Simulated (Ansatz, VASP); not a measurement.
## Ni (Nickel): VASP beside Ansatz

One calculation is typed for both programs; each brings its own data sets. How far apart do they land? The cell is taken from a series of VASP runs on this material, whose earlier steps may have relaxed, scaled or displaced it; both programs get it as it stands. Valence electrons are named where the data sets of a main pair hold unlike numbers.

Calculated with Ansatz 0.2.0; plane waves, with VASP 6.6.1 beside it; relaxation of cell and atoms at r2SCAN.

## Step 1: The starting structure

Symmetry: Fm-3m, No. 225, cubic system. Conventional cell: a = 3.473 Å, b = 3.473 Å, c = 3.473 Å, α = 90.00°, β = 90.00°, γ = 90.00°. Nearest to Ni lie 12 Ni at 2.46 Å.

Structure file:

```cif
data_structure
_symmetry_space_group_name_H-M 'Fm-3m'
_symmetry_Int_Tables_number 225
_cell_length_a 3.4727
_cell_length_b 3.4727
_cell_length_c 3.4727
_cell_angle_alpha 90.000
_cell_angle_beta 90.000
_cell_angle_gamma 90.000
_cell_volume 41.88
loop_
_atom_site_label
_atom_site_type_symbol
_atom_site_symmetry_multiplicity
_atom_site_Wyckoff_symbol
_atom_site_fract_x
_atom_site_fract_y
_atom_site_fract_z
_atom_site_occupancy
Ni1 Ni 4 a 0.00000 0.00000 0.00000 1
```

## Step 2: Ansatz: relaxation of cell and atoms, r2SCAN

Ansatz runs on its default PAW (the set named soft_2) files.

The relaxed volume is the usual yardstick between codes: in a stiff, nearly cubic crystal its relative difference is about their pressure difference at one cell divided by the bulk modulus.

File input.yaml:

```yaml
crystal:
  lattice:
    - [0.0, 1.7363269909, 1.7363269909]
    - [1.7363269909, 0.0, 1.7363269909]
    - [1.7363269909, 1.7363269909, 0.0]
  atoms:
    - { symbol: Ni, position: [0.0, 0.0, 0.0], spin: 0.78 }
hamiltonian:
  xc: r2scan
  pseudopotentials: { kind: paw }
magnetization:
  spin_polarized: true
kpoints:
  mp_grid: { grid: [11, 11, 11] }
scf:
  occupations: { method: methfessel_paxton, width: 0.2 }
relax:
  f_tol: 0.01
  max_steps: 60
  cell: { stress_tol: 0.05 }
output:
  forces: true
  stress: true
```

Run with:

```bash
$ ansatz run input.yaml --threads 4 --pin off --max-ram 9216MiB --backend cpu --events-out ev --progress --plain --runs-dir out
```

Numbers of over 12 decimals in the logs are rounded to 6 here.

What it wrote:

```text
Engine: ansatz 0.2.0, aarch64-unknown-linux-gnu
Pseudopotentials: kind: paw
Pseudopotential: Ni, paw, valence charge 18, recommended cutoff 500 eV (meta_gga), Ni.paw.azcp
Functional definition: r2SCAN
  parameter k0 = 0.174
  parameter k1 = 0.065
  parameter a1 = 4.9479
  exchange = r2scan_x(k0 = k0, k1 = k1, a1 = a1)
  correlation = r2scan_c
Crystal: 1 atoms, lattice volume = 10.469 Å³
Basis set: ecut = 500 eV, 283 PW (Γ), exchange–correlation on 72×72×72 points (64 copies of the dense FFT grid, shifted against one another)
Bands: 14, of which v1, the nominal top of the filled ones, is band 9 counted from 1 (8 counted from 0)
Symmetry: 48 space group operations
Space group: Fm-3m (ITA 225), of the structure as read, at distance tolerance 2.2e-5 Å
Magnetic group: BNS 225.116 (UNI 1618), of the structure as read, at distance tolerance 2.2e-5 Å
k-points: 56 of 1331
Non-local potential: Ni, projectors of the file, l = 0: 3, l = 1: 2, l = 2: 3, l = 3: 1
PAW form: soft (Blöchl's): semilocal exchange-correlation on the pseudo side does not see the compensation charge
PAW frozen core: Ni, regenerated for the run's functional (the file was generated under x = pbe(κ = 0.804, μ = 0.219515), c = pbe(β = 0.066725))
PAW one-centre angular grid: Ni, 590 points (default); XC on 160 Gauss nodes
Initial density: superposition of atomic densities (chi_scale 0.1, normalization cell)
Starting moments: Σ|m| = 0.78 μB on 1 of 1 site
Initial wavefunctions: pseudopotential atomic-orbital guess
Functional: x = r2scan, c = r2scan; τ floored in thin density (d = 2e-4 eV/Å³)
iter 1 solved again at ethr=2.65e-3 eV; its pass at ethr=3.10e-3 eV (dr2=4.77e-1 eV) is discarded
SCF iter   1: F=—  HF=-5844.403003 eV  |F-HF|=—  |Δ(HF+E_count)|=         —  Δρ=7.16e-2 (↑1.35e-2 ↓7.16e-2)  dr2=2.94e-1  dr2_τ=5.35e-3  dr2_m=1.46e-1  M=0.840 μB ∫|m|=0.913 μB  β_m=1.00  ethr=2.65e-3  ⟨swp⟩=3.1  Hψ=11979  notcnv=0
Mixer restart at iter 1: flushing history
preconditioner: auto → none  [metal: Δε(μ)=0.021 eV  Ē_g=17.368 eV  σ=0.200 eV  W_gap=0.06  n_scr=0 (ndim 8)  ℏωp=36.3 eV  f_vac=0.000  D(μ)=1.72/eV (n_scr^D=26)]
SCF iter   2: F=—  HF=-5844.039724 eV  |F-HF|=—  |Δ(HF+E_count)|=         —  Δρ=9.17e-2 (↑3.31e-2 ↓9.17e-2)  dr2=2.48e-1  dr2_τ=2.46e-3  dr2_m=3.37e-1  M=1.105 μB ∫|m|=1.277 μB  β_m=1.00  ethr=1.64e-3  ⟨swp⟩=3.7  Hψ=3609  notcnv=0  defer=4
Mixer restart at iter 2: flushing history
SCF iter   3: F=—  HF=-5846.302912 eV  |F-HF|=—  |Δ(HF+E_count)|=    2.26e0  Δρ=2.16e-1 (↑9.65e-2 ↓2.16e-1)  dr2=5.57e0  dr2_τ=5.63e-3  dr2_m=3.83e-1  M=0.716 μB ∫|m|=0.901 μB  β_m=0.85  ethr=2.78e-4  ⟨swp⟩=3.0  Hψ=4314  notcnv=0  defer=35
SCF iter   4: F=—  HF=-5845.198598 eV  |F-HF|=—  |Δ(HF+E_count)|=    1.10e0  Δρ=5.61e-2 (↑2.07e-2 ↓5.61e-2)  dr2=2.53e-1  dr2_τ=1.40e-2  dr2_m=3.85e-2  M=0.904 μB ∫|m|=1.087 μB  β_m=1.00  ethr=2.78e-4  ⟨swp⟩=3.8  Hψ=5010  notcnv=0  defer=43  κ⁻¹=1.0e0(r=1)
SCF iter   5: F=—  HF=-5845.191152 eV  |F-HF|=—  |Δ(HF+E_count)|=   7.45e-3  Δρ=1.75e-2 (↑1.01e-2 ↓1.75e-2)  dr2=5.31e-2  dr2_τ=6.22e-5  dr2_m=1.67e-3  M=0.843 μB ∫|m|=1.029 μB  β_m=1.00  ethr=2.78e-4  ⟨swp⟩=2.2  Hψ=3945  notcnv=0  defer=47  κ⁻¹=8.0e-4(r=2)
SCF iter   6: F=—  HF=-5845.246744 eV  |F-HF|=—  |Δ(HF+E_count)|=   5.56e-2  Δρ=1.22e-2 (↑3.61e-3 ↓1.22e-2)  dr2=1.40e-2  dr2_τ=2.74e-5  dr2_m=3.01e-3  M=0.821 μB ∫|m|=1.005 μB  β_m=1.00  ethr=2.78e-4  ⟨swp⟩=1.0  Hψ=1848  notcnv=0  defer=47  κ⁻¹=1.7e-4(r=3)
SCF iter   7: F=—  HF=-5845.262032 eV  |F-HF|=—  |Δ(HF+E_count)|=   1.53e-2  Δρ=9.61e-3 (↑2.83e-3 ↓9.61e-3)  dr2=8.66e-3  dr2_τ=1.68e-5  dr2_m=1.81e-3  M=0.808 μB ∫|m|=0.989 μB  β_m=1.00  ethr=7.76e-5  ⟨swp⟩=1.0  Hψ=1568  notcnv=0  defer=47  κ⁻¹=1.2e-5(r=4)
SCF iter   8: F=—  HF=-5845.291289 eV  |F-HF|=—  |Δ(HF+E_count)|=   2.93e-2  Δρ=3.45e-3 (↑3.45e-3 ↓3.13e-3)  dr2=3.10e-5  dr2_τ=3.44e-6  dr2_m=9.92e-4  M=0.749 μB ∫|m|=0.921 μB  β_m=1.00  ethr=4.81e-5  ⟨swp⟩=2.1  Hψ=2503  notcnv=0  defer=47  κ⁻¹=2.7e-7(r=5)
SCF iter   9: F=—  HF=-5845.291767 eV  |F-HF|=—  |Δ(HF+E_count)|=   4.78e-4  Δρ=1.40e-3 (↑1.40e-3 ↓1.19e-3)  dr2=2.01e-5  dr2_τ=4.36e-7  dr2_m=1.36e-4  M=0.733 μB ∫|m|=0.903 μB  β_m=1.00  ethr=1.72e-7  ⟨swp⟩=2.4  Hψ=3019  notcnv=0  defer=47  κ⁻¹=1.3e-7(r=6)
SCF iter  10: F=—  HF=-5845.277969 eV  |F-HF|=—  |Δ(HF+E_count)|=         —  Δρ=3.78e-3 (↑2.38e-3 ↓3.78e-3)  dr2=1.41e-4  dr2_τ=5.49e-6  dr2_m=9.04e-4  M=0.731 μB ∫|m|=0.896 μB  β_m=1.20  ethr=1.12e-7  ⟨swp⟩=2.5  Hψ=2786  notcnv=0  defer=47
Mixer restart at iter 10: flushing history
iteration 10: the input's own smearing fills from here on; a Gaussian of 0.2 eV has filled iterations ahead of it
SCF iter  11: F=—  HF=-5845.279303 eV  |F-HF|=—  |Δ(HF+E_count)|=   1.33e-3  S|Δr|=    0.00e0  Δρ=8.80e-4 (↑5.79e-4 ↓8.80e-4)  dr2=4.89e-6  dr2_τ=1.04e-6  dr2_m=4.89e-5  M=0.730 μB ∫|m|=0.895 μB  β_m=1.20  ethr=1.12e-7  ⟨swp⟩=3.0  Hψ=2709  notcnv=0  defer=47  κ⁻¹=1.0e0(r=1)
SCF iter  12: F=—  HF=-5845.279287 eV  |F-HF|=—  |Δ(HF+E_count)|=   1.60e-5  S|Δr|=    0.00e0  Δρ=1.44e-4 (↑1.44e-4 ↓1.14e-4)  dr2=3.16e-6  dr2_τ=2.32e-8  dr2_m=2.10e-7  M=0.730 μB ∫|m|=0.895 μB  β_m=1.20  ethr=2.72e-8  ⟨swp⟩=2.0  Hψ=2543  notcnv=0  defer=47  κ⁻¹=1.7e-3(r=2)
SCF iter  13: F=—  HF=-5845.279293 eV  |F-HF|=—  |Δ(HF+E_count)|=   5.85e-6  S|Δr|=    0.00e0  Δρ=1.24e-4 (↑1.24e-4 ↓9.93e-5)  dr2=1.16e-6  dr2_τ=1.97e-8  dr2_m=5.11e-7  M=0.729 μB ∫|m|=0.895 μB  β_m=1.20  ethr=1.76e-8  ⟨swp⟩=1.0  Hψ=1519  notcnv=0  defer=47  κ⁻¹=1.9e-4(r=3)
SCF iter  14: F=—  HF=-5845.279304 eV  |F-HF|=—  |Δ(HF+E_count)|=   1.15e-5  S|Δr|=    0.00e0  Δρ=8.43e-5 (↑8.43e-5 ↓7.30e-5)  dr2=8.62e-8  dr2_τ=3.04e-9  dr2_m=5.31e-7  M=0.728 μB ∫|m|=0.894 μB  β_m=1.20  ethr=5.56e-10  ⟨swp⟩=3.7  Hψ=6699  notcnv=0  κ⁻¹=2.5e-5(r=4)
SCF iter  15: F=—  HF=-5845.279309 eV  |F-HF|=—  |Δ(HF+E_count)|=   4.62e-6  S|Δr|=    0.00e0  Δρ=8.33e-5 (↑5.75e-5 ↓8.33e-5)  dr2=4.57e-8  dr2_τ=9.75e-10  dr2_m=4.73e-7  M=0.728 μB ∫|m|=0.893 μB  β_m=1.20  ethr=4.79e-10  ⟨swp⟩=4.8  Hψ=5554  notcnv=0  κ⁻¹=1.8e-6(r=5)
SCF iter  16: F=—  HF=-5845.279310 eV  |F-HF|=—  |Δ(HF+E_count)|=   1.18e-6  S|Δr|=    0.00e0  Δρ=7.30e-5 (↑5.37e-5 ↓7.30e-5)  dr2=2.58e-8  dr2_τ=7.98e-10  dr2_m=3.83e-7  M=0.727 μB ∫|m|=0.892 μB  β_m=1.20  ethr=2.54e-10  ⟨swp⟩=4.1  Hψ=4977  notcnv=0  κ⁻¹=1.5e-7(r=6)
SCF iter  17: F=—  HF=-5845.279312 eV  |F-HF|=—  |Δ(HF+E_count)|=   1.83e-6  S|Δr|=    0.00e0  Δρ=6.23e-5 (↑4.87e-5 ↓6.23e-5)  dr2=1.30e-8  dr2_τ=6.01e-10  dr2_m=2.94e-7  M=0.727 μB ∫|m|=0.892 μB  β_m=1.20  ethr=1.43e-10  ⟨swp⟩=4.3  Hψ=5124  notcnv=0  κ⁻¹=2.5e-8(r=7)
SCF iter  18: F=—  HF=-5845.279314 eV  |F-HF|=—  |Δ(HF+E_count)|=   2.02e-6  S|Δr|=    0.00e0  Δρ=5.16e-5 (↑4.18e-5 ↓5.16e-5)  dr2=6.74e-9  dr2_τ=4.17e-10  dr2_m=2.07e-7  M=0.726 μB ∫|m|=0.891 μB  β_m=1.20  ethr=7.21e-11  ⟨swp⟩=4.4  Hψ=5189  notcnv=0  κ⁻¹=3.1e-9(r=8)
SCF iter  19: F=—  HF=-5845.279318 eV  |F-HF|=—  |Δ(HF+E_count)|=   4.30e-6  S|Δr|=    0.00e0  Δρ=1.46e-5 (↑9.41e-6 ↓1.46e-5)  dr2=1.63e-9  dr2_τ=2.92e-11  dr2_m=1.36e-8  M=0.723 μB ∫|m|=0.888 μB  β_m=1.20  ethr=3.75e-11  ⟨swp⟩=5.0  Hψ=5861  notcnv=0  κ⁻¹=6.0e-8(r=8)
SCF iter  20: F=-5845.279318 eV  HF=-5845.279318 eV  |F-HF|=5.15e-9  |Δ(HF+E_count)|=   3.03e-7  S|Δr|=    0.00e0  Δρ=4.96e-6 (↑1.10e-6 ↓4.96e-6)  dr2=1.02e-9  dr2_τ=3.68e-12  dr2_m=7.44e-10  M=0.722 μB ∫|m|=0.887 μB  ethr=9.05e-12  ⟨swp⟩=4.5  Hψ=5237  notcnv=0
SCF 1 converged in 20 iterations: F = -5845.279318 eV  dr2 = 1.02e-9
  greatest PAW one-centre occupation: 1.001 electrons in one spin orbital (limit 2), on the Ni atom at site 0 (counted from 0), in its partial waves of l = 1
relax step   1: F+E_penalty+E_count = -5845.27931839 eV  Δ(F+E_penalty+E_count) = +0.000e0 eV  max|allowed force component| = 0.000e0 eV/Å  Δτ_max = 0.0000 Å  P = +0.987 GPa  Ω = 10.469 Å³  (20 SCF iters, dr2 threshold 1.00e-7 eV, accepted)
[...]
relax step   2: F+E_penalty+E_count = -5845.27940058 eV  Δ(F+E_penalty+E_count) = -8.219e-5 eV  max|allowed force component| = 0.000e0 eV/Å  Δτ_max = 0.0000 Å  P = +0.569 GPa  Ω = 10.492 Å³  energy of the carried Pulay correction = -2.547e-5 eV  (8 SCF iters, dr2 threshold 1.00e-7 eV, accepted)
[...]
relax step   3: F+E_penalty+E_count = -5845.27942233 eV  Δ(F+E_penalty+E_count) = -2.174e-5 eV  max|allowed force component| = 0.000e0 eV/Å  Δτ_max = 0.0000 Å  P = +0.016 GPa  Ω = 10.522 Å³  energy of the carried Pulay correction = -6.029e-5 eV  (8 SCF iters, dr2 threshold 1.00e-7 eV, accepted)
[...]
relax step   4: F+E_penalty+E_count = -5845.27949178 eV  Δ(F+E_penalty+E_count) = -6.945e-5 eV  max|allowed force component| = 0.000e0 eV/Å  Δτ_max = 0.0000 Å  P = +0.029 GPa  Ω = 10.522 Å³  stress off target by 2.88e-2 GPa  SCF on the basis re-selected at this cell (its energy is not comparable with the rows above)  (11 SCF iters)
basis re-selected at this cell: Δ(F+E_penalty+E_count) = -6.945e-5 eV, ΔP = +0.012 GPa vs the last step (what re-selecting the basis moved, of the pressure what is left beyond the Pulay correction that the steps carried, after the strain that the cell walked since its last selection, with what the two solves' SCF thresholds leave and, on support functions, any second-order correction that the steps lacked; it is no measure of the basis error at this ecutwfc). This SCF's stress stands 2.88e-2 GPa from its target on what of the cell is left free (relax.cell.stress_tol is 5.00e-2 GPa) and its largest allowed force component is 0.00e0 eV/Å (relax.f_tol is 1.00e-2 eV/Å): [rest of the remark cut]
SCF converged after 11 iterations
Stability not checked: this state was not tested for a lower state beside it, because cold or Methfessel-Paxton smearing, or corrected tetrahedra, fill the levels in a way that the test cannot read (fill_not_monotonic; see scf.lower_state_search)
Magnetization: 0.7375 μB (9.3687 up, 8.6313 down)
Absolute magnetization: 0.9040 μB (∫|ρ↑−ρ↓|, with the PAW one-centre terms)
Spin contamination: 0.0200 ħ² per cell (⟨S²⟩ above its minimum at these occupations)
Per-site moments (μB) at R_I (Å): [(0.803716, 1.014598)]
Free energy (F): -5845.279492 eV
Harris-Foulkes:  -5845.279492 eV  (|F-HF|=9.09e-13)
Internal energy: -5845.276491 eV  (E = F + TS)
E sigma→0 (E₀):  -5845.278742 eV
Entropy (-TS):   -0.003001 eV (-3.001 meV/atom)
Fermi energy:    18.890868 eV
--- Per-component energies (eV) ---
  E_band       = -298.160197
  E_kinetic    = 282.203022
  E_local      = -3387.238041  (includes V_loc(G=0)·N_el)
  E_nonlocal   = 639.987749
  E_hartree    = 1417.579657
  E_xc         = -78.967270
  E_vxc        = -117.251936  (∫ρ·V_xc dr)
  E_paw        = -1643.804313  (= ΣΔE_a)
  E_vpaw       = -559.719923  (= ΣTr[D̂ρ^β])
  E_aug_tail   = 0.000239  (compensation charges beyond the density's cutoff)
  E_vtau       = 8.699413  (kinetic-family band-sum trace: ∫τ·v_τ [+ j·A + Jᵃ·Aᵃ] dr)
  E_ewald      = -3074.737466
  E_core_change = -0.300069  (= ΣΔE_core)
  E_smearing   = -0.003001  (= −TS)
  E_closure    = -0.000000  (closes the sum)
  Σ components = -5845.279492   (vs F -5845.279492, Δ=0.00e0)
--- Forces (eV/Å), atoms counted from 1 ---
  atom   1  Ni    -0.00000000     0.00000000    -0.00000000
  max |Σ_I F_I| component: 2.05e-32 eV/Å
--- Stress (GPa, compression-positive) ---
        0.028830      -0.000000       0.000000
       -0.000000       0.028830      -0.000000
        0.000000      -0.000000       0.028830
  P = ⅓ Tr σ = 0.0288 GPa (0.288 kbar)
--- Relaxed structure (3 steps of the walk, 3 accepted, 1 SCFs on fresh bases) ---
  F+E_penalty+E_count = -5845.27949178 eV   max|allowed force component| = 0.000e0 eV/Å   (the final SCF, on the basis selected at the relaxed cell)
  cell:  # Å, volume = 10.5219 Å³
    - [0, 1.739222, 1.739222]
    - [1.739222, 0, 1.739222]
    - [1.739222, 1.739222, 0]
  atoms:
    - { symbol: Ni, position: [0.0, 0.0, 0.0] }
```

Run time: 5.1 s. Hardware: 4 threads of Arm Neoverse V1, shared host; peak memory 0.32 GiB.

[end of part 1 of 2]

[Lines on the potential files, build, host, timing and source positions are cut from VASP's logs without a mark.]

[Logs are printed without paths, hosts, clocks, repeated set-up lines and the standing remarks that a program may print on its own settings, such as how far it seeks lower states.]

[Hosts, paths, dates, database ids (printed as entryN), source tags and the programs' standing remarks are cut or masked in the printed files.]
